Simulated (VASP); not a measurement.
## Nb: energy against volume

Nb (bcc, Im-3m, 17.998 Å³/atom and stress up to 0.06 GPa in the relaxed cell, cube axes along x, y and z) under an equal strain ε along all three axes. r2SCAN in VASP (plane waves, PAW), 480 eV, 18×18×18 Γ-centred mesh, Methfessel-Paxton smearing 0.10 eV.

Here V stands for volume and E for E less E0.

| volume (Å³/atom) | E less E0 (meV/atom) | pressure (GPa) |
|---|---|---|
| 16.4262 | ? | ? |
| 16.9395 | 38.15 | 11.73 |
| 17.2001 | 21.46 | 8.54 |
| 17.4633 | 9.74 | 5.55 |
| 17.7293 | 2.64 | 2.74 |
| 17.9979 | 0.00 | 0.06 |
| 18.2692 | 1.65 | -2.47 |
| 18.5432 | 7.49 | -4.88 |
| 18.8200 | 17.46 | -7.18 |
| 19.0995 | 31.42 | -9.36 |

Taking the third-order Birch-Murnaghan form, a cubic in V^(-2/3) for E over the 9 complete rows: With u = V^(-2/3) - 0.146, the rows have u = 0.005612, 0.004076, 0.002565, 0.001075, -0.000392, -0.001837, -0.003261, -0.004664, -0.006046. Least squares gives E = 0.231 + 1116.8·u + 1019757·u² - 2861902·u³. Residuals (row less fit): 0.041, -0.071, -0.017, 0.034, 0.050, 0.012, -0.043, -0.035, 0.032; standard error 0.055 (degrees of freedom: 5). Its minimum lies at u = -0.000546, so V0 = (0.145454)^(-3/2) = 18.03. There d²E/du² = 2049000 and d³E/du³ = -1.717e7, so B0 = (4/9) × 18.03^(-7/3) × 2049000 × 0.160218 = 171 GPa (the last factor turns the table's units into GPa), and B0' = 4 + (2/3) × 0.145454 × (-1.717e7)/2049000 = 3.2. B0' rests on the cubic coefficient alone and has a standard error of 0.1 from these residuals.

Question: Predict the withheld E at V = 16.4262 from the fit, and compare with the calculation.

Answer: u = 0.008754, so E = 0.231 + 1116.8 × 0.008754 + 1019757 × 0.008754² - 2861902 × 0.008754³ = 86.234 meV/atom. The calculation gives 87.40 meV/atom, 1.166 meV/atom above the prediction (1.3 % of the range of E in the table). The row lies outside the fitted rows, so this is an extrapolation. From the scatter of the fitted rows alone, a prediction at this place has a standard error of 0.262 meV/atom, so the miss is 4.5 times that.

In a metal these values are sensitive to mesh and smearing; energies are taken to zero smearing, stresses follow the free energy. The runs aren't spin-polarised. Other structures, which can take over under pressure, weren't tried. The same form fitted to the pressure column gives B0' = 3.3; series where the two differ by over 0.4 aren't shown. Rows are the converged runs of the series near zero and its far end, less any whose ions stayed unrelaxed beside relaxed ones; series whose fitted rows scatter by over a few per cent of the range, as at a crossing or softening among them, aren't shown in this form.
